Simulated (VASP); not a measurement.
Given:

```yaml
crystal:
  lattice:
    - [2.79460, -2.79340, 0.00000]
    - [2.79460, 2.79340, 0.00000]
    - [-2.69141, 0.00000, 7.28199]
  atoms:
    - { symbol: Y, position: [0.62554, 0.37446, 0.75000] }
    - { symbol: Y, position: [0.37446, 0.62554, 0.25000] }
    - { symbol: Si, position: [0.04299, 0.79141, 0.58513] }
    - { symbol: Si, position: [0.95701, 0.20859, 0.41487] }
    - { symbol: Si, position: [0.20859, 0.95701, 0.91487] }
    - { symbol: Si, position: [0.79141, 0.04299, 0.08513] }
```

The numbers are results of PBEsol GGA, VASP's PBE PAW potentials (set 64) (plane waves; VASP 6.6.1), not measurements. Run with 300 eV cut-off, 7×7×4 Γ-centred mesh, Gaussian smearing of 0.14 eV, potentials Y_sv Si.

At this cut-off the stress carries a Pulay error, which pulls relaxed volumes low.

Question: Give the force on each atom (eV/Å).

Answer: 
```json
[
 {"atom": "Y1", "Fx": "0.000", "Fy": "0.036", "Fz": "0.000"},
 {"atom": "Y2", "Fx": "0.000", "Fy": "-0.036", "Fz": "0.000"},
 {"atom": "Si3", "Fx": "-0.034", "Fy": "-0.014", "Fz": "0.122"},
 {"atom": "Si4", "Fx": "0.034", "Fy": "0.014", "Fz": "-0.122"},
 {"atom": "Si5", "Fx": "0.034", "Fy": "-0.014", "Fz": "-0.122"},
 {"atom": "Si6", "Fx": "-0.034", "Fy": "0.014", "Fz": "0.122"}
]
```

Question: Give the stress tensor in GPa (positive for a compressed cell).

Answer: 
```
-1.39   0.00  -0.24
 0.00  -1.21   0.00
-0.24   0.00  -1.07
```
The pressure is its mean diagonal, -1.22 GPa.

The structure comes from a computed database's YSi2 entry; how it stands against other phases isn't given here. The cell was not relaxed at this level.
